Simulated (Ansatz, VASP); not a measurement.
# HfB2 in two plane-wave programs

Aim: how closely do two programs agree when they are given the same cell, functional and k mesh? The structure shown comes from an earlier Ansatz run, which isn't shown and may have moved the atoms alone.

Calculated with Ansatz 0.2.0; plane waves, with VASP 6.6.1 beside it; elastic constants at LDA.

**1. The starting structure**

It takes space group P6/mmm (No. 191, hexagonal). The conventional cell has a = 3.104 Å, b = 3.104 Å, c = 3.425 Å, α = 90.00°, β = 90.00°, γ = 120.00°. Hf has 12 B at 2.48 Å nearest. B has 3 B at 1.79 Å and 6 Hf at 2.48 Å nearest. Farther neighbours are not listed.

**2. Ansatz: elastic constants, LDA**

Ansatz runs on its default PAW (the set named soft_2) files.

Elastic constants are differences of stresses under small strains, so they test the stress and the mesh.

File input.yaml:

```yaml
crystal:
  lattice:
    - [3.1043778954, 0.0, 0.0]
    - [-1.5521889477, 2.6884701203, 0.0]
    - [0.0, 0.0, 3.4246539017]
  atoms:
    - { symbol: Hf, position: [0.0, 0.0, 0.0] }
    - { symbol: B, position: [0.3333333333, 0.6666666667, 0.5] }
    - { symbol: B, position: [0.6666666667, 0.3333333333, 0.5] }
kpoints:
  mp_grid: { grid: [15, 15, 10] }
hamiltonian:
  xc: lda
scf:
  occupations: { method: gaussian, width: 0.1 }
output:
  forces: true
  stress: true
  eigenvalues: true
basis:
  ecutwfc: 290.0
elastic:
  mode: relaxed_ion
  stencil: two_point
```

Started as:

```
$ ansatz run input.yaml --threads 4 --pin off --max-ram 8192MiB --backend cpu --events-out ev --progress --plain --runs-dir out
```

Numbers of over 12 decimals in the logs are rounded to 6 here.

Log:

```text
Warning: basis.ecutwfc = 290 eV is below the records' recommended 420 eV, and the density's cutoff is lower with it unless basis.ecutrho_ratio is high enough to keep the records' density cutoff: compare with a run at a higher cutoff
Engine: ansatz 0.2.0, aarch64-unknown-linux-gnu
Pseudopotentials: kind: paw
Pseudopotential: Hf, paw, valence charge 26, recommended cutoff 420 eV (normal), Hf.paw.azcp
Pseudopotential: B, paw, valence charge 3, recommended cutoff 420 eV (normal), B.paw.azcp
Functional definition: SPW92
  exchange = slater_x
  correlation = pw_c
Crystal: 3 atoms, lattice volume = 28.582 Å³
Basis set: ecut = 290 eV, 339 PW (Γ)
Bands: 20, of which v1, the nominal top of the filled ones, is band 16 counted from 1 (15 counted from 0)
Symmetry: 24 space group operations
Space group: P6/mmm (ITA 191), of the structure as read, at distance tolerance 3.1e-5 Å
k-points: 162 of 2250
Non-local potential: Hf, projectors of the file, l = 0: 3, l = 1: 2, l = 2: 2, l = 3: 3
Non-local potential: B, projectors of the file, l = 0: 2, l = 1: 2, l = 2: 1
PAW form: soft (Blöchl's): semilocal exchange-correlation on the pseudo side does not see the compensation charge
PAW frozen core: Hf, regenerated for the run's functional, and the local potential with it (the file was generated under x = pbe(κ = 0.804, μ = 0.219515), c = pbe(β = 0.066725))
PAW frozen core: B, regenerated for the run's functional, and the local potential with it (the file was generated under x = pbe(κ = 0.804, μ = 0.219515), c = pbe(β = 0.066725))
PAW one-centre angular grid: Hf, 590 points (default); XC on 64 Gauss nodes
PAW one-centre angular grid: B, 110 points (default); XC on 64 Gauss nodes
Initial density: superposition of atomic densities (neutral atoms: chi_scale 0, normalization atom), corrected by the library's trained network
Initial wavefunctions: pseudopotential atomic-orbital guess
Functional: x = slater, c = lda
SCF iter   1: F=—  HF=-15779.406814 eV  |F-HF|=—  |Δ(HF+E_count)|=         —  Δρ=7.03e-3  dr2=1.41e-2  ethr=1.77e-3  ⟨swp⟩=4.1  Hψ=12206  notcnv=0
preconditioner: auto → none  [insulator: Δε(μ)=0.119 eV  Ē_g=17.598 eV  σ=0.100 eV  W_gap=0.54  n_scr=8 (ndim 8)  ℏωp=38.0 eV  f_vac=0.000  D(μ)=0.11/eV (n_scr^D=0)  ε∞_Penn≈5.7]
SCF iter   2: F=—  HF=-15779.376154 eV  |F-HF|=—  |Δ(HF+E_count)|=   3.07e-2  Δρ=4.02e-3  dr2=2.36e-3  ethr=4.40e-5  ⟨swp⟩=2.0  Hψ=7128  notcnv=0
SCF iter   3: F=—  HF=-15779.375148 eV  |F-HF|=—  |Δ(HF+E_count)|=   1.01e-3  Δρ=1.30e-3  dr2=1.60e-4  ethr=7.38e-6  ⟨swp⟩=3.0  Hψ=5676  notcnv=0  defer=1
SCF iter   4: F=—  HF=-15779.375082 eV  |F-HF|=—  |Δ(HF+E_count)|=   6.60e-5  Δρ=1.70e-4  dr2=2.37e-6  ethr=5.01e-7  ⟨swp⟩=2.0  Hψ=4574  notcnv=0  defer=1
SCF iter   5: F=—  HF=-15779.375085 eV  |F-HF|=—  |Δ(HF+E_count)|=   2.66e-6  Δρ=5.57e-5  dr2=1.41e-6  ethr=7.40e-9  ⟨swp⟩=2.0  Hψ=5832  notcnv=0  defer=1
SCF iter   6: F=—  HF=-15779.375085 eV  |F-HF|=—  |Δ(HF+E_count)|=   4.58e-7  Δρ=1.54e-5  dr2=2.84e-8  ethr=4.39e-9  ⟨swp⟩=2.1  Hψ=5461  notcnv=0  defer=1
SCF iter   7: F=—  HF=-15779.375085 eV  |F-HF|=—  |Δ(HF+E_count)|=   4.02e-9  Δρ=2.01e-6  dr2=2.35e-10  ethr=8.88e-11  ⟨swp⟩=2.1  Hψ=4416  notcnv=0  defer=1
SCF iter   8: F=—  HF=-15779.375085 eV  |F-HF|=—  |Δ(HF+E_count)|=  1.02e-10  Δρ=1.69e-7  dr2=2.96e-12  ethr=7.33e-13 (applied; sched 1.00e-12)  ⟨swp⟩=2.5  Hψ=5749  notcnv=0  defer=1
SCF iter   9: F=-15779.375085 eV  HF=-15779.375085 eV  |F-HF|=3.64e-12  |Δ(HF+E_count)|=  7.28e-12  Δρ=8.51e-9  dr2=8.00e-15  ethr=1.00e-12  ⟨swp⟩=2.7  Hψ=11917  notcnv=0
SCF 1 converged in 9 iterations: F = -15779.375085 eV  dr2 = 8.00e-15
  greatest PAW one-centre occupation: 0.998 electrons in one spin orbital (limit 2), on the Hf atom at site 0 (counted from 0), in its partial waves of l = 3
Crystal: 3 atoms, lattice volume = 28.525 Å³
Symmetry: 8 space group operations
k-points: 384 of 2250
Initial density: handed on by an earlier stage of this run
Initial wavefunctions: pseudopotential atomic-orbital guess (no wavefunctions were taken with the density)
iter 1 solved again at ethr=2.91e-5 eV; its pass at ethr=3.10e-3 eV (dr2=9.32e-3 eV) is discarded
SCF iter   1: F=—  HF=-15779.379811 eV  |F-HF|=—  |Δ(HF+E_count)|=         —  Δρ=7.63e-3  dr2=9.08e-3  ethr=2.91e-5  ⟨swp⟩=1.0  Hψ=39632  notcnv=0
preconditioner: auto → none  [metal: Δε(μ)=0.094 eV  Ē_g=17.778 eV  σ=0.100 eV  W_gap=0.49  n_scr=8 (ndim 8)  ℏωp=38.1 eV  f_vac=0.000  D(μ)=0.12/eV (n_scr^D=0)]
SCF iter   2: F=—  HF=-15779.375665 eV  |F-HF|=—  |Δ(HF+E_count)|=   4.15e-3  Δρ=2.25e-3  dr2=8.62e-4  ethr=2.84e-5  ⟨swp⟩=2.0  Hψ=13811  notcnv=0
SCF iter   3: F=—  HF=-15779.375240 eV  |F-HF|=—  |Δ(HF+E_count)|=   4.24e-4  Δρ=9.69e-4  dr2=1.73e-4  ethr=2.69e-6  ⟨swp⟩=2.0  Hψ=13647  notcnv=0
SCF iter   4: F=—  HF=-15779.375180 eV  |F-HF|=—  |Δ(HF+E_count)|=   6.09e-5  Δρ=1.91e-4  dr2=5.83e-6  ethr=5.40e-7  ⟨swp⟩=2.0  Hψ=13824  notcnv=0
[...]
SCF 12 converged in 9 iterations: F = -15779.374940 eV  dr2 = 1.55e-15
relax step   1: F+E_penalty+E_count = -15779.37493966 eV  Δ(F+E_penalty+E_count) = +0.000e0 eV  max|allowed force component| = 7.303e-5 eV/Å  Δτ_max = 0.0000 Å  (9 SCF iters, accepted)
[...]
relax step   2: F+E_penalty+E_count = -15779.37493966 eV  Δ(F+E_penalty+E_count) = -1.601e-10 eV  max|allowed force component| = 4.259e-5 eV/Å  Δτ_max = 0.0000 Å  (3 SCF iters, accepted)
[...]
relax step   1: F+E_penalty+E_count = -15779.37493966 eV  Δ(F+E_penalty+E_count) = +0.000e0 eV  max|allowed force component| = 7.304e-5 eV/Å  Δτ_max = 0.0000 Å  (8 SCF iters, accepted)
[...]
relax step   2: F+E_penalty+E_count = -15779.37493966 eV  Δ(F+E_penalty+E_count) = -1.655e-10 eV  max|allowed force component| = 4.259e-5 eV/Å  Δτ_max = 0.0000 Å  (3 SCF iters, accepted)
iter 1 solved again at ethr=1.00e-12 eV; its pass at ethr=3.10e-3 eV (dr2=3.95e-14 eV) is discarded
SCF iter   1: F=—  HF=-15779.374940 eV  |F-HF|=—  |Δ(HF+E_count)|=         —  Δρ=1.55e-8  dr2=3.50e-14  ethr=1.00e-12  ⟨swp⟩=1.6  Hψ=56999  notcnv=0
SCF iter   2: F=-15779.374940 eV  HF=-15779.374940 eV  |F-HF|=1.82e-12  |Δ(HF+E_count)|=    0.00e0  Δρ=7.48e-9  dr2=7.05e-15  ethr=1.00e-12  ⟨swp⟩=3.8  Hψ=40544  notcnv=0
SCF 17 converged in 2 iterations: F = -15779.374940 eV  dr2 = 7.05e-15
SCF converged after 9 iterations
Free energy (F): -15779.375085 eV
Harris-Foulkes:  -15779.375085 eV  (|F-HF|=3.64e-12)
Internal energy: -15779.374464 eV  (E = F + TS)
E sigma→0 (E₀):  -15779.374774 eV
Entropy (-TS):   -0.000620 eV (-0.207 meV/atom)
Fermi energy:    20.991367 eV
--- Per-component energies (eV) ---
  E_band       = 137.333168
  E_kinetic    = 531.522873
  E_local      = -5193.620476  (includes V_loc(G=0)·N_el)
  E_nonlocal   = -1198.060947
  E_hartree    = 2482.120574
  E_xc         = -365.902838
  E_vxc        = -348.498116  (∫ρ·V_xc dr)
  E_paw        = -6843.077775  (= ΣΔE_a)
  E_vpaw       = 1381.748715  (= ΣTr[D̂ρ^β])
  E_aug_tail   = -0.000031  (compensation charges beyond the density's cutoff)
  E_ewald      = -5194.904757
  E_core_change = 2.548911  (= ΣΔE_core)
  E_smearing   = -0.000620  (= −TS)
  E_closure    = -0.000000  (closes the sum)
  Σ components = -15779.375085   (vs F -15779.375085, Δ=0.00e0)
--- Forces (eV/Å), atoms counted from 1 ---
  atom   1  Hf     0.00000000     0.00000000     0.00000000
  atom   2  B      0.00000000    -0.00000000    -0.00000000
  atom   3  B     -0.00000000     0.00000000     0.00000000
  max |Σ_I F_I| component: 1.85e-17 eV/Å
--- Stress (GPa, compression-positive) ---
       -0.010228      -0.000000      -0.000000
        0.000000      -0.010228      -0.000000
       -0.000000      -0.000000      -0.010147
  P = ⅓ Tr σ = -0.0102 GPa (-0.102 kbar)
--- Band table (eV; the first three rows and the last of 162) ---
  k-point 0: bands = [... 12 lower, 17.8912, 17.9719, 17.9719, 18.3873, 25.0799, 25.0799, 25.8019, 25.8019]
  k-point 1: bands = [... 12 lower, 16.8419, 18.0815, 18.0815, 19.3819, 24.0271, 24.0271, 25.4512, 25.4512]
  k-point 2: bands = [... 12 lower, 15.5315, 18.3988, 18.3988, 20.5728, 22.8391, 22.8391, 24.5653, 24.5653]
  k-point 161: bands = [... 12 lower, 11.8324, 15.5085, 17.8456, 17.8456, 25.6828, 26.6377, 28.2882, 28.2882]
--- Elastic constants: 3 strain directions × 2 members + reference (group order 24) ---
  dense FFT box of the reference and of every strained cell: 18×18×20
  strains applied: 11, 33, 23; error gains: componentwise 1.00 (the most a stress slope's error grows in a printed constant), spectral 1.41 (1 for all six strains in a standard setting)
  C = ∂σ_k/∂η_j (tension-positive GPa; Voigt order 11 22 33 23 13 12):
       623.576     59.563    125.176     -0.000      0.000      0.000
        59.563    623.576    125.176     -0.000      0.000      0.000
       127.685    127.685    472.113     -0.000      0.000      0.000
         0.000     -0.000      0.000    282.175      0.000     -0.000
         0.000     -0.000     -0.000      0.000    282.175     -0.000
        -0.000      0.000     -0.000     -0.000      0.000    282.007
  reference stress σ⁰ (GPa):      0.010      0.010      0.010      0.000      0.000      0.000
  C* (energy form; C + prestress term) asymmetry max|C*_kj − C*_jk| = 2.509e0 GPa — a small one proves nothing (zero by symmetry where the batch's group is 432, −43m or m−3m); a large one is finite-difference/SCF noise where every solve meets its electron count
  moduli (Voigt/Reuss/Hill, GPa): K = 260.46/259.04/259.75   G = 263.06/255.64/259.35   E = 583.77   ν = 0.125
  mechanically stable: yes (min eigenvalue of sym C = 282.01 GPa)
  the stresses are not corrected for the forces that the relaxations left standing (`elastic.f_tol`)
  strain η (Voigt 11):  stress-route row diagonal C_11 = 623.58 GPa, energy-path curvature d²(F+E_count+ΔE)/dδ²/Ω₀ = 636.40 GPa
         δ    σ_11 (GPa)             F (eV)   n_scf  n_hpsi   n_pw
    -2.000e-3      -1.2418      -15779.3751875       2   66641    339   relax 3 steps, max|allowed force component| 1.09e-7 eV/Å
     2.000e-3       1.2525      -15779.3746287       2   66531    339   relax 3 steps, max|allowed force component| 3.88e-7 eV/Å
  strain η (Voigt 33):  stress-route row diagonal C_33 = 472.11 GPa, energy-path curvature d²(F+E_count+ΔE)/dδ²/Ω₀ = 496.66 GPa
         δ    σ_33 (GPa)             F (eV)   n_scf  n_hpsi   n_pw
    -2.000e-3      -0.9345      -15779.3757729       7   58567    339   relax 0 steps, max|allowed force component| 1.85e-16 eV/Å
     2.000e-3       0.9539      -15779.3746886       6   54065    339   relax 0 steps, max|allowed force component| 1.48e-16 eV/Å
  strain η (Voigt 23):  stress-route row diagonal C_44 = 282.18 GPa, energy-path curvature d²(F+E_count+ΔE)/dδ²/Ω₀ = 289.45 GPa
         δ    σ_23 (GPa)             F (eV)   n_scf  n_hpsi   n_pw
    -2.000e-3      -0.5644      -15779.3749397       2  105439    339   relax 2 steps, max|allowed force component| 4.26e-5 eV/Å
     2.000e-3       0.5644      -15779.3749397       2  105535    339   relax 2 steps, max|allowed force component| 4.26e-5 eV/Å
```

The column dr2 measures how far the density is from self-consistency, as an energy; F and HF (Harris–Foulkes) agree once it is small.

(Part 1 of 2 ends here.)

[Lines on the potential files, build, host, timing and source positions are cut from VASP's logs without a mark.]

[Logs are printed without paths, hosts, clocks, repeated set-up lines and the standing remarks that a program may print on its own settings, such as how far it seeks lower states.]

[Hosts, paths, dates, database ids (printed as entryN), source tags and the programs' standing remarks are cut or masked in the printed files.]
